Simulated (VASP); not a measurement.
```xyz
3
Lattice="2.0819 -3.6060 0.0000 2.0819 3.6060 0.0000 0.0000 0.0000 8.7398" Properties=species:S:1:pos:R:3 pbc="T T T"
Mg     2.0819     3.6060     0.0000
I      2.0819     1.2020     1.6611
I      2.0819    -1.2020     7.0786
```

These are AM05 GGA, VASP's PBE PAW potentials (set 64) (plane waves; VASP) values and carry that method's errors. Run with 520 eV cut-off, 7×7×3 Γ-centred mesh, tetrahedra with Blöchl corrections, potentials Mg I.

Without a dispersion term in the relaxation, distances and binding between the weakly bound layers, chains or molecules are unreliable, and so is what depends on them.

Problem. Estimate the energy per atom (σ→0).

Solution. 
* **energy per atom (σ→0)**: -2.607 eV/atom

The absolute energy has meaning only against runs of the same code, potentials and settings.

The compound is MgI2 in the 1T layered structure. It was relaxed first, which changed the volume by +28 %.
